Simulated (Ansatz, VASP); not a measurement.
# NiO (rocksalt prototype) in two plane-wave programs, part 2 of 3

Wanted: the spread between two codes on one cell, functional and k mesh. The start cell is built, not measured: As first built, before any earlier steps moved the atoms (in the runner's words): rocksalt prototype, lattice guessed from radii. The cell is taken from a series of runs on this material, whose earlier steps may have relaxed, scaled, displaced or heated it; both programs get it as it stands.

VASP 6.6.1 and Ansatz 0.2.0.

So far: Set-up; Ansatz: single point, LDA, DFT+U, pair 1.

**3. VASP: single point, LDA, DFT+U, pair 1**

Level of this step: LDA, DFT+U (Ni d 9.6 eV), spin-polarised from a ferromagnetic start; plane waves and PAW (Ni, O) (VASP).

The same cell, functional (in two slightly different forms), mesh and smearing now go to VASP, with its own data sets.

Lines of VASP's logs that name or quote its potential files are left out, and so is its time.

INCAR reads:

```
SYSTEM = NiO
PREC = Accurate
ENCUT = 520
EDIFF = 1E-06
NELM = 200
ISMEAR = -1
SIGMA = 0.05
LREAL = .FALSE.
ALGO = Normal
GGA = PW92
NBANDS = 37
ISPIN = 2
MAGMOM = 1.76 1.76 1.76 0.16 0.16 0.16
LDAU = .TRUE.
LDAUTYPE = 2
LDAUL = 2 -1
LDAUU = 9.6 0
LDAUJ = 0 0
LDAUPRINT = 1
LASPH = .TRUE.
LMAXMIX = 4
LORBIT = 11
LWAVE = .FALSE.
LCHARG = .FALSE.
ISIF = 2
GGA_COMPAT = .FALSE.
KPAR = 2
```

POSCAR reads:

```
NiO
1.0
    0.0000000000     -2.1013440500     -2.1013440500
   -4.2026881000      0.0000000000      0.0000000000
    2.1013440500      4.2026881000     -2.1013440500
Ni O
3 3
Direct
    0.6666666670      0.6666666670      0.3333333330
    0.3333333330      0.3333333330      0.6666666670
    0.0000000000      0.0000000000      0.0000000000
    0.6666666670      0.1666666670      0.3333333330
    0.3333333330      0.8333333330      0.6666666670
    0.0000000000      0.5000000000      0.0000000000
```

KPOINTS reads:

```
Automatic mesh
0
Gamma
10 10 10
0 0 0
```

PAW data sets: Ni and O (LDA family, release 64).

The run is started by

```
$ mpirun -np 2 vasp_std
```

Numbers of over 12 decimals in the logs are rounded to 6 here.

The program printed:

```text
[banner, memory and clock lines left out]
running    2 mpi-ranks, on    1 nodes
 distrk:  each k-point on    1 cores,    2 groups
 distr:  one band on    1 cores,    1 groups

 POSCAR found type information on POSCAR NiO
 POSCAR found :  2 types and       6 ions
|                                                                             |
|               ----> ADVICE to this user running VASP <----                  |
|                                                                             |
|     You enforced a specific xc type in the INCAR file but a different       |
|     [... a line on the potential file left out ...]
|     I HOPE YOU KNOW WHAT YOU ARE DOING!                                     |
|                                                                             |

 LDA part: xc-table for (Slater(with rela. corr.)+PW92), standard interpolation
 POSCAR, INCAR and KPOINTS ok, starting setup
 FFT: planning ... GRIDC
 FFT: planning ... GRID_SOFT
 FFT: planning ... GRID
 WAVECAR not read
 entering main loop
       N       E                     dE             d eps       ncg     rms          rms(c)
DAV:   1     0.451359141505E+03    0.45136E+03   -0.22151E+04 25844   0.174E+03
DAV:   2     0.345009772887E+02   -0.41686E+03   -0.37923E+03 25485   0.397E+02
DAV:   3    -0.261815987722E+02   -0.60683E+02   -0.58191E+02 27935   0.159E+02
DAV:   4    -0.281374853370E+02   -0.19559E+01   -0.19444E+01 27695   0.309E+01
DAV:   5    -0.281622897769E+02   -0.24804E-01   -0.24798E-01 31900   0.321E+00    0.288E+01
DAV:   6    -0.309368239732E+02   -0.27745E+01   -0.58709E+01 34060   0.117E+02    0.375E+01
DAV:   7    -0.321278850148E+02   -0.11911E+01   -0.71172E+00 26585   0.256E+01    0.205E+01
DAV:   8    -0.330723911978E+02   -0.94451E+00   -0.10168E+00 31274   0.759E+00    0.144E+01
DAV:   9    -0.336937053052E+02   -0.62131E+00   -0.46906E-01 30352   0.132E+01    0.183E+00
DAV:  10    -0.337466799900E+02   -0.52975E-01   -0.29823E-01 30802   0.454E+00    0.189E+00
DAV:  11    -0.337462406602E+02    0.43933E-03   -0.32301E-02 27332   0.204E+00    0.543E-01
DAV:  12    -0.337532401446E+02   -0.69995E-02   -0.86708E-03 31417   0.146E+00    0.324E-01
DAV:  13    -0.337548928771E+02   -0.16527E-02   -0.26370E-03 33366   0.461E-01    0.135E-01
DAV:  14    -0.337550103626E+02   -0.11749E-03   -0.42388E-04 31659   0.133E-01    0.681E-02
DAV:  15    -0.337550108103E+02   -0.44769E-06   -0.26814E-05 28734   0.572E-02    0.209E-02
DAV:  16    -0.337550107096E+02    0.10064E-06   -0.54374E-06 26859   0.273E-02
   1 F= -.33755011E+02 E0= -.33755011E+02  d E =-.290062E-10  mag=     6.0000
```

From OUTCAR (step 3):

```text
ion  position               nearest neighbor table
   1  0.667  0.667  0.333-   6 2.10   4 2.10   5 2.10   4 2.10   6 2.10   5 2.10   2 2.97   3 2.97
                             2 2.97   3 2.97   3 2.97   2 2.97   3 2.97   3 2.97   2 2.97   2 2.97
   2  0.333  0.333  0.667-   6 2.10   5 2.10   6 2.10   5 2.10   4 2.10   4 2.10   3 2.97   1 2.97
                             1 2.97   3 2.97   3 2.97   1 2.97   3 2.97   3 2.97   1 2.97   1 2.97
   3  0.000  0.000  0.000-   4 2.10   5 2.10   4 2.10   6 2.10   6 2.10   5 2.10   2 2.97   1 2.97
                             2 2.97   1 2.97   2 2.97   1 2.97   1 2.97   1 2.97   2 2.97   2 2.97
   4  0.667  0.167  0.333-   3 2.10   1 2.10   2 2.10   1 2.10   3 2.10   2 2.10
   5  0.333  0.833  0.667-   3 2.10   2 2.10   3 2.10   2 2.10   1 2.10   1 2.10
   6  0.000  0.500  0.000-   1 2.10   2 2.10   1 2.10   3 2.10   3 2.10   2 2.10

  LATTYP: Found a body centered orthorhombic cell.
 ALAT       =     2.9717492547
 B/A-ratio  =     1.4142135624
 C/A-ratio  =     3.0000000000

 Subroutine GETGRP returns: Found  8 space group operations
 (whereof  8 operations were pure point group operations)

The static configuration has the point symmetry D_2h.

 Found    171 irreducible k-points:

   k-points           NKPTS =    171   k-points in BZ     NKDIM =    171   number of bands    NBANDS=     37

   dimension x,y,z NGX =    24 NGY =   32 NGZ =   40
   dimension x,y,z NGXF=    48 NGYF=   64 NGZF=   80

   ENCUT  =  520.0 eV  38.22 Ry    6.18 a.u.   5.53  7.81  9.57*2*pi/ulx,y,z

   NELECT =      48.0000    total number of electrons

 k-points in reciprocal lattice and weights: Automatic mesh
   0.00000000  0.00000000  0.00000000       0.001
   0.10000000  0.00000000  0.00000000       0.004
   0.20000000  0.00000000  0.00000000       0.004
   0.30000000  0.00000000  0.00000000       0.004
   0.40000000  0.00000000  0.00000000       0.004
   0.50000000  0.00000000  0.00000000       0.002
   0.00000000  0.10000000  0.00000000       0.004
   0.10000000  0.10000000  0.00000000       0.008
   0.20000000  0.10000000  0.00000000       0.008
[...]
o =  1.0604  v =  0.0000  0.0000 -0.5000  0.0000  0.8660  0.0000  0.0000  0.0000  0.0000  0.0000      0.0000  0.0000  0.0000  0.0000  0.0000  0.0000  0.0000  0.0000  0.0000  0.0000
  o =  1.0604  v =  0.0000 -0.0000 -0.8660 -0.0000 -0.5000  0.0000  0.0000  0.0000  0.0000  0.0000      0.0000  0.0000  0.0000  0.0000  0.0000  0.0000  0.0000  0.0000  0.0000  0.0000

 average (electrostatic) potential at core
       1 -85.0099       2 -85.0099       3 -85.0099       4 -68.8510       5 -68.8510
       6 -68.8510

 E-fermi :   6.7931

 spin component 1
 k-point     1 :       0.0000    0.0000    0.0000
  band No.  band energies     occupation
    ...
     23       4.9100      1.00000
     24       4.9100      1.00000
     25       4.9223      1.00000
     26       4.9223      1.00000
     27       4.9223      1.00000
     28       8.8599      0.00000
     29      15.4776      0.00000
     30      15.4776      0.00000
     31      15.9704      0.00000
     32      15.9704      0.00000
    ...

 k-point     2 :       0.1000    0.0000    0.0000
  band No.  band energies     occupation
    ...
     23       4.4850      1.00000
     24       4.4996      1.00000
     25       4.8110      1.00000
     26       4.8837      1.00000
     27       4.9873      1.00000
     28       9.4327      0.00000
     29      15.3577      0.00000
     30      15.7254      0.00000
     31      16.0633      0.00000
     32      16.2826      0.00000
    ...

 k-point     3 :       0.2000    0.0000    0.0000
  band No.  band energies     occupation
    ...
     23       3.7219      1.00000
     24       3.9054      1.00000
     25       4.3532      1.00000
     26       4.7549      1.00000
     27       5.1291      1.00000
     28      10.6456      0.00000
     29      15.1351      0.00000
     30      15.3150      0.00000
     31      16.8969      0.00000
     32      16.9567      0.00000
    ...

 k-point     4 :       0.3000    0.0000    0.0000
  band No.  band energies     occupation
    ...
     23       3.3659      1.00000
     24       3.8911      1.00000
     25       3.8975      1.00000
     26       4.5090      1.00000
     27       5.2266      1.00000
     28      11.9810      0.00000
     29      14.1670      0.00000
     30      15.3096      0.00000
     31      16.6777      0.00000
     32      17.0844      0.00000
    ...

 k-point     5 :       0.4000    0.0000    0.0000
  band No.  band energies     occupation
    ...
     23       3.4978      1.00000
     24       3.6284      1.00000
     25       4.1344      1.00000
     26       4.3532      1.00000
     27       5.1566      1.00000
     28      13.2455      0.00000
     29      13.3013      0.00000
     30      15.1351      0.00000
     31      16.4113      0.00000
     32      16.8968      0.00000
    ...

 k-point     6 :       0.5000    0.0000    0.0000
  band No.  band energies     occupation
    ...
     23       3.5421      1.00000
     24       3.6596      1.00000
     25       3.6596      1.00000
     26       4.8495      1.00000
     27       4.8495      1.00000
     28      12.9599      0.00000
     29      14.3582      0.00000
     30      14.3582      0.00000
     31      16.3081      0.00000
     32      17.1126      0.00000
    ...

  Total       -8.6238359     -8.6232187     -8.6232187      0.0000000      0.0002226      0.0000000
  in kB     -248.1808798   -248.1631176   -248.1631176      0.0000000      0.0064055      0.0000000
  external PRESSURE =    -248.1690383 kB  Pullay stress =       0.0000000 kB

  energy-cutoff  :      520.00
  volume of cell :       55.67
      direct lattice vectors                 reciprocal lattice vectors
     0.000000000 -2.101344050 -2.101344050     0.000000000 -0.158628633 -0.317257265
    -4.202688100  0.000000000  0.000000000    -0.237942949  0.079314316 -0.079314316
     2.101344050  4.202688100 -2.101344050     0.000000000  0.158628633 -0.158628633

 POSITION                                       TOTAL-FORCE (eV/Angst)
 -----------------------------------------------------------------------------------
     -2.10134     -0.00000     -2.10134        -0.000000     -0.000000      0.000000
      0.00000      2.10134     -2.10134        -0.000000      0.000000     -0.000000
      0.00000      0.00000      0.00000        -0.000000      0.000000      0.000000
     -0.00000     -0.00000     -2.10134         0.000000      0.000000      0.000000
     -2.10134      2.10134     -2.10134        -0.000000      0.000000      0.000000
     -2.10134      0.00000      0.00000         0.000000      0.000000     -0.000000
 -----------------------------------------------------------------------------------
    total drift:                               -0.000000      0.000000      0.000000

  FREE ENERGIE OF THE ION-ELECTRON SYSTEM (eV)
  ---------------------------------------------------
  free  energy   TOTEN  =       -33.7550107096 eV

  energy  without entropy=      -33.7550107096  energy(sigma->0) =      -33.75501071

 total charge
# of ion       s       p       d       tot
------------------------------------------
    1        0.346   0.423   8.280   9.049
    2        0.346   0.423   8.280   9.049
    3        0.346   0.423   8.280   9.049
    4        1.532   3.453   0.000   4.985
    5        1.532   3.453   0.000   4.985
    6        1.532   3.453   0.000   4.985
--------------------------------------------------
tot          5.631  11.629  24.841  42.101

 magnetization (x)
# of ion       s       p       d       tot
------------------------------------------
    1        0.010   0.012   1.884   1.905
    2        0.010   0.012   1.884   1.905
    3        0.010   0.012   1.884   1.905
    4        0.010   0.104   0.000   0.115
    5        0.010   0.104   0.000   0.115
    6        0.010   0.104   0.000   0.115
--------------------------------------------------
tot          0.060   0.348   5.651   6.060

[... 6 further parts left out ...]
```

The magnetic state follows from one typed start and may not be the lowest.

**4. Side by side**

Known differences besides the potentials themselves: VASP starts from the moments at which Ansatz ended; U acts on the PAW sphere in VASP and on atomic orbitals in Ansatz, so only states and trends compare; the data sets hold 72 valence electrons in Ansatz (on its default PAW (the set named soft_2) files) and 48 in VASP; the cutoff is 420 eV in Ansatz and 520 eV in VASP; VASP's log shows a relativistic correction to its local exchange, Ansatz's none; site moments are counted in spheres of each program's own size. Total energies have different zeros and are not compared.

Compared:

```
              quantity  Ansatz   VASP  difference
gap on the k mesh (eV)   2.266  3.170      -0.904
     total moment (μB)    6.00   6.00        0.00
    moment on Ni1 (μB)    1.76   1.91       -0.15
    moment on Ni2 (μB)    1.76   1.91       -0.15
    moment on Ni3 (μB)    1.76   1.91       -0.15
     moment on O4 (μB)    0.16   0.12       +0.05
     moment on O5 (μB)    0.16   0.12       +0.05
     moment on O6 (μB)    0.16   0.12       +0.05
```

A gap on the mesh is an upper bound, since the band edges may lie between its points.

**5. Other set-ups**

Further runs change the set-up of one program: Ansatz's method, potentials or start, or VASP's data sets, cutoff or form of LDA. The table gives Ansatz less VASP for each quantity, since a change that brings one quantity closer may part another.

```
                                   run  gap on the k mesh (eV)  total moment (μB)
                              as above                   -0.90                  0
VASP with the data sets Ni_sv_GW and O                   -0.25                  0
```

[end of part 2 of 3]

[Lines on the potential files, build, host, timing and source positions are cut from VASP's logs without a mark.]

[Logs are printed without paths, hosts, clocks, repeated set-up lines and the standing remarks that a program may print on its own settings, such as how far it seeks lower states.]

[Hosts, paths, dates, database ids (printed as entryN), source tags and the programs' standing remarks are cut or masked in the printed files.]
